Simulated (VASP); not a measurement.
OSZICAR of a VASP run on AuAl2 (fluorite):

### OSZICAR
```
       N       E                     dE             d eps       ncg     rms          rms(c)
DAV:   1     0.550473325953E+02    0.55047E+02   -0.69777E+03   872   0.115E+03
DAV:   2    -0.201489088719E+02   -0.75196E+02   -0.70087E+02   952   0.210E+02
DAV:   3    -0.222191457122E+02   -0.20702E+01   -0.20354E+01  1024   0.343E+01
DAV:   4    -0.222312112970E+02   -0.12066E-01   -0.12064E-01  1012   0.301E+00
DAV:   5    -0.222313098838E+02   -0.98587E-04   -0.98585E-04  1028   0.292E-01    0.194E+01
DAV:   6    -0.135676929758E+01    0.20875E+02   -0.30771E+01   884   0.647E+01    0.692E+00
DAV:   7    -0.113127314084E+01    0.22550E+00   -0.96798E-01   960   0.118E+01    0.278E+00
DAV:   8    -0.108197615020E+01    0.49297E-01   -0.25395E-01   956   0.536E+00    0.139E+00
DAV:   9    -0.120507776292E+01   -0.12310E+00   -0.57907E-01   848   0.900E+00    0.124E+00
DAV:  10    -0.106909113830E+01    0.13599E+00   -0.53047E-01   840   0.853E+00    0.344E-01
DAV:  11    -0.107264131308E+01   -0.35502E-02   -0.10414E-02   988   0.140E+00    0.136E-01
DAV:  12    -0.107260063864E+01    0.40674E-04   -0.15488E-04  1016   0.142E-01    0.136E-01
DAV:  13    -0.107267800672E+01   -0.77368E-04   -0.13174E-03   924   0.456E-01    0.622E-02
DAV:  14    -0.107271142125E+01   -0.33415E-04   -0.28214E-04   912   0.214E-01    0.465E-02
DAV:  15    -0.107277200316E+01   -0.60582E-04   -0.60434E-05   908   0.899E-02    0.203E-02
DAV:  16    -0.107276502578E+01    0.69774E-05   -0.24462E-05   940   0.640E-02    0.129E-02
DAV:  17    -0.107277509467E+01   -0.10069E-04   -0.10295E-05   924   0.380E-02    0.198E-02
DAV:  18    -0.107277342241E+01    0.16723E-05   -0.53526E-06   968   0.294E-02    0.118E-02
DAV:  19    -0.107277414403E+01   -0.72163E-06   -0.21934E-06   944   0.167E-02    0.444E-03
DAV:  20    -0.107277265765E+01    0.14864E-05   -0.78996E-07   864   0.105E-02    0.124E-03
DAV:  21    -0.107277303928E+01   -0.38163E-06   -0.47037E-08   444   0.246E-03    0.108E-03
DAV:  22    -0.107277314591E+01   -0.10662E-06   -0.11081E-08   444   0.121E-03    0.451E-04
DAV:  23    -0.107277336373E+01   -0.21783E-06   -0.40425E-09   440   0.892E-04    0.662E-05
DAV:  24    -0.107277342763E+01   -0.63892E-07   -0.12153E-09   432   0.453E-04
   1 F= -.10727734E+01 E0= -.10728575E+01  d E =0.252335E-03
```

**Question.** Which electronic solver shows in the log?

**Answer.** It is blocked Davidson (ALGO = Normal, or the opening steps of other solvers). The INCAR had ALGO = Normal.

**Question.** Can the final energy be trusted as converged?

**Answer.** Self-consistency was reached. It stopped with EDIFF = 1E-7, NELM = 100 (MS2 meta-GGA, plane waves, VASP's PBE PAW potentials (set 64)).

The compound is AuAl2 in the fluorite structure. This cell is one point of a volume scan, at 0.94 of the reference volume. The electron count is odd and the run is not spin-polarised, which forces a metal.
